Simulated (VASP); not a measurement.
# Ti (P6_3/mmc) in VASP: further runs

One crystal, Ti, is run at these levels: PBE, LDA, r2SCAN; tasks: band structure, density of states.

Everything below comes from runs of VASP 6.6.1. Logs are shortened: lines on timing, memory, paths and dates and some standing lists are left out, and cuts for length are marked.

### 1 Starting point

It takes space group P6_3/mmc (No. 194, hexagonal). Conventional cell: a = 2.902 Å, b = 2.902 Å, c = 4.575 Å, α = 90.00°, β = 90.00°, γ = 120.00°. Ti (site symmetry -6m2) is surrounded by 12 Ti at 2.84 to 2.90 Å.

### 2 Band structure, PBE

File INCAR:

```
  PREC = Accurate
  ENCUT = 520
  EDIFF = 1E-6
  ISMEAR = 1
  SIGMA = 0.1
  LREAL = False
  LASPH = True
  NELM = 80
  ALGO = Fast
  ISIF = 2
  LWAVE = False
  LCHARG = False
  LMAXMIX = 4
  GGA = PE
```

File KPOINTS:

```
regular mesh
0
Gamma
  15 15 8
```

File POSCAR:

```
Ti                                      
1.0
    2.9021000120      0.0000000000      0.0000000000
   -1.4510500060      2.5132923347      0.0000000000
    0.0000000000      0.0000000000      4.5750142022
  Ti            
     2
Direct
     0.3333333332999970    0.6666666667000030    0.2500000000000000
     0.6666666667000030    0.3333333332999970    0.7500000000000000
```

File KPOINTS_OPT:

```
explicit points
258
Reciprocal
 0.0000000000  0.0000000000  0.0000000000 1
 0.0263157895  0.0000000000  0.0000000000 1
 0.0526315789  0.0000000000  0.0000000000 1
 0.0789473684  0.0000000000  0.0000000000 1
 0.1052631579  0.0000000000  0.0000000000 1
 0.1315789474  0.0000000000  0.0000000000 1
[... 250 lines left out ...]
 0.5000000000  0.0000000000  0.0260695800 1
 0.5000000000  0.0000000000 -0.0260695800 1
```

Potentials or basis: VASP PAW PBE potentials, release 64 (Ti_sv).

The run is started by

```console
> cat potpaw_PBE.64/Ti_sv/POTCAR > POTCAR
> mpirun -np 1 vasp_std > vasp.out
```

OUTCAR:

```text
PREC = Accurate
   ENCUT = 520
   EDIFF = 1E-6
   ISMEAR = 1
   LREAL = False
   LASPH = True
   NELM = 80
   ISIF = 2
   GGA = PE

 ion  position               nearest neighbor table
   1  0.333  0.667  0.250-   2 2.84   2 2.84   2 2.84   2 2.84   2 2.84   2 2.84
   2  0.667  0.333  0.750-   1 2.84   1 2.84   1 2.84   1 2.84   1 2.84   1 2.84

  LATTYP: Found a hexagonal cell.
 ALAT       =     2.9021000120
 C/A-ratio  =     1.5764495308

  Lattice vectors:

 A1 = (   2.9021000120,   0.0000000000,   0.0000000000)
 A2 = (  -1.4510500060,   2.5132923347,   0.0000000000)
 A3 = (   0.0000000000,   0.0000000000,   4.5750142022)

Analysis of symmetry for initial positions (statically):
=====================================================================
 Subroutine PRICEL returns:
 Original cell was already a primitive cell.

 Routine SETGRP: Setting up the symmetry group for a
 hexagonal supercell.

 Subroutine GETGRP returns: Found 24 space group operations
 (whereof 12 operations were pure point group operations)
 out of a pool of 24 trial point group operations.

The static configuration has the point symmetry D_3d.
 The point group associated with its full space group is D_6h.

Analysis of symmetry for dynamics (positions and initial velocities):
=====================================================================
 Subroutine PRICEL returns:
 Original cell was already a primitive cell.

 Routine SETGRP: Setting up the symmetry group for a
 hexagonal supercell.

 Subroutine GETGRP returns: Found 24 space group operations
 (whereof 12 operations were pure point group operations)
 out of a pool of 24 trial point group operations.

The dynamic configuration has the point symmetry D_3d.
 The point group associated with its full space group is D_6h.

 Subroutine INISYM returns: Found 24 space group operations
 (whereof 12 operations are pure point group operations),
 and found     1 'primitive' translations

----------------------------------------------------------------------------------------

                                     Primitive cell

  volume of cell :      33.3694

  direct lattice vectors                    reciprocal lattice vectors
     2.902100012  0.000000000  0.000000000     0.344578063  0.198942237  0.000000000
    -1.451050006  2.513292335  0.000000000     0.000000000  0.397884475  0.000000000
     0.000000000  0.000000000  4.575014202     0.000000000  0.000000000  0.218578556

  length of vectors
     2.902100012  2.902100012  4.575014202     0.397884475  0.397884475  0.218578556

  position of ions in fractional coordinates (direct lattice)
     0.333333333  0.666666667  0.250000000
     0.666666667  0.333333333  0.750000000

  ion indices of the primitive-cell ions
   primitive index   ion index
                 1           1
                 2           2

----------------------------------------------------------------------------------------

 KPOINTS: regular mesh

Automatic generation of k-mesh.
 Grid dimensions read from file:
 generate k-points for:   15   15    8

 Generating k-lattice:

  Cartesian coordinates                     Fractional coordinates (reciprocal lattice)
     0.022971871  0.013262816  0.000000000     0.066666667  0.000000000  0.000000000
     0.000000000  0.026525632  0.000000000     0.000000000  0.066666667  0.000000000
     0.000000000  0.000000000  0.027322320     0.000000000  0.000000000  0.125000000

  Length of vectors
     0.026525632  0.026525632  0.027322320

  Shift w.r.t. Gamma in fractional coordinates (k-lattice)
     0.000000000  0.000000000  0.000000000

 Subroutine IBZKPT returns following result:
 ===========================================

 Found    135 irreducible k-points:

 Following reciprocal coordinates:
            Coordinates               Weight
  0.000000  0.000000  0.000000      1.000000
  0.066667  0.000000  0.000000      6.000000
  0.133333  0.000000  0.000000      6.000000
  0.200000  0.000000  0.000000      6.000000
  0.266667  0.000000  0.000000      6.000000
[... 43 lines left out ...]
  free energy    TOTEN  =       -15.65269973 eV

  energy without entropy =      -15.65302088  energy(sigma->0) =      -15.65280678

 E-fermi :   8.7826     XC(G=0): -11.6882

 val. band max:        8.7808230116   @ k =   0.0667   0.0000   0.2500
 cond. band min:       8.7969475139   @ k =   0.0667   0.0667   0.1250
 fundamental gap:      0.0161245024
 Fermi energy:         8.7826119475

 k-point     1 :       0.0000    0.0000    0.0000
  band No.  band energies     occupation
      1     -48.0314      2.00000
      2     -47.8679      2.00000
      3     -24.6753      2.00000
      4     -23.9409      2.00000
      5     -23.9409      2.00000
      6     -23.8628      2.00000
[... 8 lines left out ...]
     15      10.0962     -0.00000
     16      10.0962     -0.00000

 k-point     2 :       0.0667    0.0000    0.0000
  band No.  band energies     occupation
      1     -48.0263      2.00000
      2     -47.8659      2.00000
      3     -24.6641      2.00000
      4     -23.9635      2.00000
      5     -23.9485      2.00000
      6     -23.8675      2.00000
[... 8 lines left out ...]
     15      10.0326     -0.00000
     16      10.1784     -0.00000

 k-point     3 :       0.1333    0.0000    0.0000
  band No.  band energies     occupation
      1     -48.0116      2.00000
      2     -47.8606      2.00000
      3     -24.6317      2.00000
      4     -24.0276      2.00000
      5     -23.9696      2.00000
      6     -23.9140      2.00000
[... 8 lines left out ...]
     15      10.1741     -0.00000
     16      10.1999     -0.00000

 k-point     4 :       0.2000    0.0000    0.0000
  band No.  band energies     occupation
      1     -47.9894      2.00000
      2     -47.8532      2.00000
      3     -24.5810      2.00000
      4     -24.1229      2.00000
      5     -24.0084      2.00000
      6     -23.9996      2.00000
[... 8 lines left out ...]
     15      10.0174     -0.00000
     16      10.3488     -0.00000
[... 324 lines left out ...]
 k-point    22 :       0.2667    0.2000    0.0000
  band No.  band energies     occupation
      1     -47.9046      2.00000
      2     -47.8392      2.00000
      3     -24.3605      2.00000
      4     -24.3528      2.00000
      5     -24.2858      2.00000
      6     -24.1173      2.00000
[... 8 lines left out ...]
     15       9.8549     -0.00000
     16      11.3173      0.00000

 k-point    23 :       0.3333    0.2000    0.0000
  band No.  band energies     occupation
      1     -47.8856      2.00000
      2     -47.8418      2.00000
      3     -24.4014      2.00000
      4     -24.2998      2.00000
      5     -24.2859      2.00000
      6     -24.1696      2.00000
[... 8 lines left out ...]
     15      10.0865     -0.00000
     16      11.6996      0.00000

 k-point    24 :       0.4000    0.2000    0.0000
  band No.  band energies     occupation
      1     -47.8773      2.00000
      2     -47.8443      2.00000
      3     -24.4184      2.00000
      4     -24.2792      2.00000
      5     -24.2703      2.00000
      6     -24.1953      2.00000
[... 8 lines left out ...]
     15      10.1823     -0.00000
     16      11.9635      0.00000

 [... further k-points ...]
[... 5 lines left out ...]
  --------------------------------------------------------------------------------------
  -------------------------------------------------------------------------------------
  Total        0.9483436      0.9483436      0.9948114      0.0000000      0.0000000      0.0000000
  in kB       45.5332321     45.5332320     47.7643112      0.0000000      0.0000000      0.0000000
  external PRESSURE =      46.2769251 kB  Pullay stress =       0.0000000 kB

 VOLUME and BASIS-vectors are now :
 -----------------------------------------------------------------------------
  energy-cutoff  :      520.00
  volume of cell :       33.37
      direct lattice vectors                 reciprocal lattice vectors
     2.902100012  0.000000000  0.000000000     0.344578063  0.198942237  0.000000000
    -1.451050006  2.513292335  0.000000000     0.000000000  0.397884475  0.000000000
     0.000000000  0.000000000  4.575014202     0.000000000  0.000000000  0.218578556

 POSITION                                       TOTAL-FORCE (eV/Angst)
 -----------------------------------------------------------------------------------
     -0.00000      1.67553      1.14375         0.000000      0.000000      0.000000
      1.45105      0.83776      3.43126        -0.000000     -0.000000      0.000000
 -----------------------------------------------------------------------------------
    total drift:                               -0.000000      0.000000     -0.000000

  FREE ENERGIE OF THE ION-ELECTRON SYSTEM (eV)
  ---------------------------------------------------
  free  energy   TOTEN  =       -15.6526997335 eV

  energy  without entropy=      -15.6530208817  energy(sigma->0) =      -15.65280678
```

Wall time 5 min (1 thread of Intel Xeon Platinum 8375C at 2.90GHz (Ice Lake), shared host); peak memory 0.23 GiB.

Results:

- Free energy: -15.6527 eV
- Pressure: 4.6 GPa
- Band gap along the path: none (metal or under the smearing width)

Stress tensor (GPa, compression positive):
```
4.55 0.00 0.00
0.00 4.55 0.00
0.00 0.00 4.78
```

Levels at the corners of the path, in eV from the Fermi level:
| point | band 9 | band 10 | band 11 | band 12 | band 13 | band 14 | band 15 | band 16 |
| --- | --- | --- | --- | --- | --- | --- | --- | --- |
| Γ | -6.32 | -2.80 | 0.78 | 0.78 | 0.91 | 0.93 | 1.31 | 1.31 |
| M | -2.42 | -2.29 | -1.96 | -0.62 | 0.45 | 0.67 | 1.24 | 3.48 |
| M | -2.42 | -2.29 | -1.96 | -0.62 | 0.45 | 0.67 | 1.24 | 3.48 |
| K | -1.82 | -1.45 | -1.45 | -1.35 | 0.23 | 0.23 | 1.58 | 3.20 |
| K | -1.82 | -1.45 | -1.45 | -1.35 | 0.23 | 0.23 | 1.58 | 3.20 |
| Γ | -6.32 | -2.80 | 0.78 | 0.78 | 0.91 | 0.93 | 1.31 | 1.31 |
| Γ | -6.32 | -2.80 | 0.78 | 0.78 | 0.91 | 0.93 | 1.31 | 1.31 |
| A | -4.39 | -4.39 | 0.08 | 0.08 | 0.67 | 0.67 | 0.67 | 0.67 |
| A | -4.39 | -4.39 | 0.08 | 0.08 | 0.67 | 0.67 | 0.67 | 0.67 |
| L | -2.67 | -2.67 | -0.87 | -0.87 | 1.42 | 1.42 | 1.77 | 1.77 |
| L | -2.67 | -2.67 | -0.87 | -0.87 | 1.42 | 1.42 | 1.77 | 1.77 |
| H | -1.32 | -1.32 | -1.15 | -1.15 | -0.21 | -0.21 | 1.74 | 1.74 |
| H | -1.32 | -1.32 | -1.15 | -1.15 | -0.21 | -0.21 | 1.74 | 1.74 |
| A | -4.39 | -4.39 | 0.08 | 0.08 | 0.67 | 0.67 | 0.67 | 0.67 |
| L | -2.67 | -2.67 | -0.87 | -0.87 | 1.42 | 1.42 | 1.77 | 1.77 |
| M | -2.42 | -2.29 | -1.96 | -0.62 | 0.45 | 0.67 | 1.24 | 3.48 |
| K | -1.82 | -1.45 | -1.45 | -1.35 | 0.23 | 0.23 | 1.58 | 3.20 |
| H | -1.32 | -1.32 | -1.15 | -1.15 | -0.21 | -0.21 | 1.74 | 1.74 |

### 3 Band structure, LDA

INCAR: that of step 2 with these lines changed.

```diff
@@ -13,2 +13 @@
   LMAXMIX = 4
-  GGA = PE
```

KPOINTS is that of step 2.

POSCAR is that of step 2.

KPOINTS_OPT is that of step 2.

Potentials or basis: VASP PAW LDA potentials, release 64 (Ti_sv).

The run is started by

```console
> cat potpaw_LDA.64/Ti_sv/POTCAR > POTCAR
> mpirun -np 1 vasp_std > vasp.out
```

Wall time 4.3 min (1 thread of Intel Xeon Platinum 8375C at 2.90GHz (Ice Lake), shared host); peak memory 0.22 GiB.

It converged, with:

- Free energy: -17.0830 eV
- Pressure: -4.8 GPa
- Band gap along the path: none (metal or under the smearing width)

Stress tensor (GPa, compression positive):
```
-4.76  0.00  0.00
 0.00 -4.76  0.00
 0.00  0.00 -4.86
```

Levels at the corners of the path, in eV from the Fermi level:
| point | band 8 | band 9 | band 10 | band 11 | band 12 | band 13 | band 14 | band 15 | band 16 |
| --- | --- | --- | --- | --- | --- | --- | --- | --- | --- |
| Γ | -32.28 | -6.23 | -2.79 | 0.74 | 0.74 | 0.90 | 1.02 | 1.28 | 1.28 |
| M | -32.37 | -2.39 | -2.30 | -1.97 | -0.54 | 0.40 | 0.65 | 1.22 | 3.46 |
| M | -32.37 | -2.39 | -2.30 | -1.97 | -0.54 | 0.40 | 0.65 | 1.22 | 3.46 |
| K | -32.58 | -1.84 | -1.42 | -1.42 | -1.32 | 0.20 | 0.20 | 1.55 | 3.19 |
| K | -32.58 | -1.84 | -1.42 | -1.42 | -1.32 | 0.20 | 0.20 | 1.55 | 3.19 |
| Γ | -32.28 | -6.23 | -2.79 | 0.74 | 0.74 | 0.90 | 1.02 | 1.28 | 1.28 |
| Γ | -32.28 | -6.23 | -2.79 | 0.74 | 0.74 | 0.90 | 1.02 | 1.28 | 1.28 |
| A | -32.34 | -4.31 | -4.31 | 0.08 | 0.08 | 0.63 | 0.63 | 0.63 | 0.63 |
| A | -32.34 | -4.31 | -4.31 | 0.08 | 0.08 | 0.63 | 0.63 | 0.63 | 0.63 |
| L | -32.47 | -2.66 | -2.66 | -0.88 | -0.88 | 1.48 | 1.48 | 1.73 | 1.73 |
| L | -32.47 | -2.66 | -2.66 | -0.88 | -0.88 | 1.48 | 1.48 | 1.73 | 1.73 |
| H | -32.43 | -1.30 | -1.30 | -1.18 | -1.18 | -0.18 | -0.18 | 1.70 | 1.70 |
| H | -32.43 | -1.30 | -1.30 | -1.18 | -1.18 | -0.18 | -0.18 | 1.70 | 1.70 |
| A | -32.34 | -4.31 | -4.31 | 0.08 | 0.08 | 0.63 | 0.63 | 0.63 | 0.63 |
| L | -32.47 | -2.66 | -2.66 | -0.88 | -0.88 | 1.48 | 1.48 | 1.73 | 1.73 |
| M | -32.37 | -2.39 | -2.30 | -1.97 | -0.54 | 0.40 | 0.65 | 1.22 | 3.46 |
| K | -32.58 | -1.84 | -1.42 | -1.42 | -1.32 | 0.20 | 0.20 | 1.55 | 3.19 |
| H | -32.43 | -1.30 | -1.30 | -1.18 | -1.18 | -0.18 | -0.18 | 1.70 | 1.70 |

### 4 Band structure, r2SCAN

INCAR: that of step 3 with these lines changed.

```diff
@@ -8,3 +8,3 @@
   NELM = 80
-  ALGO = Fast
+  ALGO = Normal
   ISIF = 2
@@ -13 +13,3 @@
   LMAXMIX = 4
+  METAGGA = R2SCAN
+  LMIXTAU = True
```

KPOINTS is that of step 3.

POSCAR is that of step 3.

KPOINTS_OPT is that of step 3.

Potentials or basis: VASP PAW PBE potentials, release 64 (Ti_sv).

The run is started by

```console
> cat potpaw_PBE.64/Ti_sv/POTCAR > POTCAR
> mpirun -np 1 vasp_std > vasp.out
```

Wall time 8.7 min (1 thread of Intel Xeon Platinum 8375C at 2.90GHz (Ice Lake), shared host); peak memory 0.24 GiB.

Results (log left out):

| Property | Result |
| --- | --- |
| Free energy | -25.8814 eV |
| Pressure | 5.0 GPa |
| Band gap along the path | none (metal or under the smearing width) |

Stress tensor (GPa, compression positive):
```
4.92 0.00 0.00
0.00 4.92 0.00
0.00 0.00 5.16
```

Levels at the corners of the path, in eV from the Fermi level:
```tsv
point	band 9	band 10	band 11	band 12	band 13	band 14	band 15	band 16
Γ	-6.71	-2.97	0.73	0.88	0.88	1.03	1.45	1.45
M	-2.58	-2.41	-2.05	-0.82	0.60	0.75	1.34	3.70
M	-2.58	-2.41	-2.05	-0.82	0.60	0.75	1.34	3.70
K	-1.88	-1.60	-1.60	-1.48	0.31	0.31	1.73	3.38
K	-1.88	-1.60	-1.60	-1.48	0.31	0.31	1.73	3.38
Γ	-6.71	-2.97	0.73	0.88	0.88	1.03	1.45	1.45
Γ	-6.71	-2.97	0.73	0.88	0.88	1.03	1.45	1.45
A	-4.70	-4.70	0.08	0.08	0.78	0.78	0.78	0.78
A	-4.70	-4.70	0.08	0.08	0.78	0.78	0.78	0.78
L	-2.79	-2.79	-0.91	-0.91	1.35	1.35	1.97	1.97
L	-2.79	-2.79	-0.91	-0.91	1.35	1.35	1.97	1.97
H	-1.42	-1.42	-1.14	-1.14	-0.33	-0.33	1.93	1.93
H	-1.42	-1.42	-1.14	-1.14	-0.33	-0.33	1.93	1.93
A	-4.70	-4.70	0.08	0.08	0.78	0.78	0.78	0.78
L	-2.79	-2.79	-0.91	-0.91	1.35	1.35	1.97	1.97
M	-2.58	-2.41	-2.05	-0.82	0.60	0.75	1.34	3.70
K	-1.88	-1.60	-1.60	-1.48	0.31	0.31	1.73	3.38
H	-1.42	-1.42	-1.14	-1.14	-0.33	-0.33	1.93	1.93
```

Caveat: the PAW data sets were made with another functional, which shifts forces and pressure a little.

### 5 Density of states, PBE

POSCAR is that of step 4.

File INCAR.step1:

```
  PREC = Accurate
  ENCUT = 520
  EDIFF = 1E-6
  ISMEAR = 1
  SIGMA = 0.1
  LREAL = False
  LASPH = True
  NELM = 80
  ALGO = Fast
  ISIF = 2
  LWAVE = False
  LCHARG = True
  LMAXMIX = 4
  GGA = PE
```

File KPOINTS.step1:

```
regular mesh
0
Gamma
  15 15 8
```

File INCAR.step2:

```
  PREC = Accurate
  ENCUT = 520
  EDIFF = 1E-6
  ISMEAR = -5
  SIGMA = 0.1
  LREAL = False
  LASPH = True
  NELM = 80
  ALGO = Fast
  ISIF = 2
  LWAVE = False
  LCHARG = False
  LMAXMIX = 4
  GGA = PE
  LORBIT = 11
  NEDOS = 1001
  ICHARG = 11
```

File KPOINTS.step2:

```
regular mesh
0
Gamma
  23 23 12
```

The run is started by

```console
> cat potpaw_PBE.64/Ti_sv/POTCAR > POTCAR
> cp INCAR.step1 INCAR
> cp KPOINTS.step1 KPOINTS
> mpirun -np 1 vasp_std > vasp.out
> cp INCAR.step2 INCAR
> cp KPOINTS.step2 KPOINTS
> mpirun -np 1 vasp_std > vasp.out
```

It took 5.8 min on 1 thread of Intel Xeon Platinum 8375C at 2.90GHz (Ice Lake), shared host; peak memory 0.29 GiB.

It converged, with:

| Property | Result |
| --- | --- |
| Valence electrons inside the program's atomic spheres | Ti 10.30 |

Levels at points of the mesh, in eV from the Fermi level:
| k point | band 8 | band 9 | band 10 | band 11 | band 12 | band 13 | band 14 | band 15 | band 16 |
| --- | --- | --- | --- | --- | --- | --- | --- | --- | --- |
| (0.00, 0.00, 0.00) | -32.61 | -6.33 | -2.81 | 0.77 | 0.77 | 0.91 | 0.92 | 1.31 | 1.31 |
| (0.00, 0.00, 0.50) | -32.67 | -4.40 | -4.40 | 0.08 | 0.08 | 0.66 | 0.66 | 0.66 | 0.66 |

States per cell in windows of 1 eV (zero at the Fermi level; states under -8 eV left out):
| from (eV) | total | Ti1_d | Ti2_d | Ti1_p | Ti2_p | Ti1_s | Ti2_s |
| --- | --- | --- | --- | --- | --- | --- | --- |
| -8.0 | 0.00 | 0.00 | 0.00 | 0.00 | 0.00 | 0.00 | 0.00 |
| -7.0 | 0.02 | 0.00 | 0.00 | 0.00 | 0.00 | 0.00 | 0.00 |
| -6.0 | 0.16 | 0.00 | 0.00 | 0.00 | 0.00 | 0.03 | 0.03 |
| -5.0 | 0.31 | 0.01 | 0.01 | 0.01 | 0.01 | 0.04 | 0.04 |
| -4.0 | 0.58 | 0.04 | 0.04 | 0.02 | 0.02 | 0.06 | 0.06 |
| -3.0 | 1.84 | 0.37 | 0.37 | 0.05 | 0.05 | 0.10 | 0.10 |
| -2.0 | 2.48 | 0.70 | 0.70 | 0.07 | 0.07 | 0.03 | 0.03 |
| -1.0 | 2.71 | 0.83 | 0.83 | 0.09 | 0.09 | 0.01 | 0.01 |
| 0.0 | 4.18 | 1.51 | 1.51 | 0.09 | 0.09 | 0.01 | 0.01 |
| 1.0 | 2.76 | 1.08 | 1.08 | 0.05 | 0.05 | 0.00 | 0.00 |
| 2.0 | 0.95 | 0.42 | 0.42 | 0.00 | 0.00 | 0.00 | 0.00 |
| 3.0 | 0.22 | 0.10 | 0.10 | 0.00 | 0.00 | 0.00 | 0.00 |
| 4.0 | 0.00 | 0.00 | 0.00 | 0.00 | 0.00 | 0.00 | 0.00 |
| 5.0 | 0.00 | 0.00 | 0.00 | 0.00 | 0.00 | 0.00 | 0.00 |

Caveat: tetrahedron occupations give inexact forces and stress in metals.

### 6 The runs side by side

```tsv
task	level	potentials or basis	further INCAR settings	k mesh for the DOS	occupations for the DOS	pressure (GPa)
band structure	PBE	VASP PAW PBE potentials, release 64 (Ti_sv)	ALGO = Fast; EDIFF = 1e-06	-	-	4.6
band structure	LDA	VASP PAW LDA potentials, release 64 (Ti_sv)	ALGO = Fast; EDIFF = 1e-06	-	-	-4.8
band structure	r2SCAN	VASP PAW PBE potentials, release 64 (Ti_sv)	ALGO = Normal; EDIFF = 1e-06	-	-	5.0
density of states	PBE	VASP PAW PBE potentials, release 64 (Ti_sv)	ALGO = Fast; EDIFF = 1e-06	23 × 23 × 12	tetrahedron	-
```

Alike in all rows: no spin polarisation; cell as given; k mesh 15 × 15 × 8; cutoff (eV) 520; smearing methfessel-paxton 0.1 eV.

Caveats: the PAW data sets were made with another functional, which shifts forces and pressure a little (some runs); tetrahedron occupations give inexact forces and stress in metals (some runs).

Absolute energies hang on the potentials; compare differences alone.
